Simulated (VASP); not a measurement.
Given:

```yaml
crystal:
  lattice:
    - [0.00000, 2.65243, 2.65243]
    - [2.65243, 0.00000, 2.65243]
    - [2.65243, 2.65243, 0.00000]
  atoms:
    - { symbol: Ce, position: [0.00000, 0.00000, 0.00000] }
    - { symbol: O, position: [0.25000, 0.25000, 0.25000] }
    - { symbol: O, position: [0.75000, 0.75000, 0.75000] }
```

Method: vdW-DF-cx, VASP's PBE PAW potentials (set 64) (plane waves; VASP 6.6.1). Settings: 520 eV cut-off, 7×7×7 Γ-centred mesh, Gaussian smearing of 0.050 eV, potentials Ce O.

Predict the energy per atom (σ→0), pressure.

The energy per atom (σ→0) is -6.872 eV/atom. The pressure is 134.2 kbar.

The absolute energy has meaning only against runs of the same code, potentials and settings.

The compound is CeO2 in the fluorite structure. This cell is one point of a volume scan, at 0.94 of the reference volume. The run is not spin-polarised, so no magnetic state was tried.
